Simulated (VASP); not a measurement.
Here is the system:

```
CELL_PARAMETERS angstrom
      0.00000     3.10693     3.10693
      3.10693     0.00000     3.10693
      3.10693     3.10693     0.00000
ATOMIC_POSITIONS crystal
  Tc 0.00000 0.00000 0.00000
  Ge 0.25000 0.25000 0.25000
  Ge 0.75000 0.75000 0.75000
```

Method: PBE GGA, VASP's PBE PAW potentials (set 64) (plane waves; VASP 6.6.1). Settings: 300 eV cut-off, 5×5×5 Γ-centred mesh, Fermi-Dirac smearing of 0.14 eV, potentials Tc_pv Ge_d.

At this cut-off the stress carries a Pulay error, which pulls relaxed volumes low.

Q: Give the stress tensor in GPa (positive for a compressed cell).

A: 
```
-12.25    0.00    0.00
  0.00  -12.25    0.00
  0.00    0.00  -12.25
```
The pressure is its mean diagonal, -12.25 GPa.

The structure was generated: TcGe2 was put into an ordered model structure, which need not be its known phase. The cell was not relaxed at this level. The k-mesh is coarse (spacing up to 0.35 per Å, 2π included), so the numbers may not be converged in it. The electron count is odd and the run is not spin-polarised, which forces a metal.
